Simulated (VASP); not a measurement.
Input:

```
TaC
1.0
    0.00000     2.27460     2.27460
    2.27460     0.00000     2.27460
    2.27460     2.27460     0.00000
Ta C
1 1
Direct
  0.00000   0.00000   0.00000
  0.50000   0.50000   0.50000
```

Calculation: PBE GGA, VASP's PBE PAW potentials (set 64) (plane waves; VASP 6.6.1). Run with 520 eV cut-off, 1×1×1 Γ-centred mesh, first-order Methfessel-Paxton smearing of 0.10 eV, potentials Ta_pv C.

Question: Predict the energy per atom (σ→0), pressure.

Answer: 
```json
{
  "energy per atom (σ→0)": "-1.060 eV/atom",
  "pressure": "90.87 GPa"
}
```

Total energies compare only between runs with the same potentials, cut-off and functional.

The compound is TaC in the rock salt structure. The cell was not relaxed at this level. The k-mesh is coarse (spacing up to 2.39 per Å, 2π included), so the numbers may not be converged in it. The run is one of a series of settings (KPOINTS 1×1×1 Γ-centred mesh against the base run), some of them coarse on purpose. The electron count is odd and the run is not spin-polarised, which forces a metal.
